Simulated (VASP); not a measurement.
**CsPbCl3 (space group Pm-3m): computed properties**

Computed with r2SCAN+rVV10, VASP's PBE PAW potentials (set 64) (plane waves; VASP).

| Item | Value |
|---|---|
| space group | Pm-3m (221) |
| cell | a = 5.6283 Å, b = 5.6283 Å, c = 5.6283 Å, α = 90.00°, β = 90.00°, γ = 90.00° |
| volume per atom | 35.66 Å³/atom |
| band gap (over mesh and band path) | 2.33 eV |
| smallest direct gap (over mesh and band path) | 2.33 eV |
| band-edge character | direct, R to R |
| density | 4.16 g/cm³ |
| mean ε∞ (independent particles) | 3.78 |

```cif
data_Cl3CsPb
_chemical_formula_sum 'Pb1 Cl3 Cs1'
_space_group_name_H-M_alt 'Pm-3m'
_space_group_IT_number 221
_space_group_name_Hall '-P 4 2 3'
_cell_length_a 5.62829
_cell_length_b 5.62829
_cell_length_c 5.62829
_cell_angle_alpha 90.000
_cell_angle_beta 90.000
_cell_angle_gamma 90.000
loop_
_atom_site_label
_atom_site_type_symbol
_atom_site_symmetry_multiplicity
_atom_site_Wyckoff_symbol
_atom_site_fract_x
_atom_site_fract_y
_atom_site_fract_z
_atom_site_occupancy
Pb1 Pb 1 b 0.50000 0.50000 0.50000 1
Cl1 Cl 3 c 0.00000 0.50000 0.50000 1
Cs1 Cs 1 a 0.00000 0.00000 0.00000 1
```

Unless said otherwise, spin-orbit coupling is left out, though it shifts the bands of the heavy elements here.

The structure comes from a measured CsPbCl3 entry (Pm-3m) of the Crystallography Open Database, whose conditions weren't checked. It was relaxed first. Symmetry was kept, so distortions that lower it aren't found.
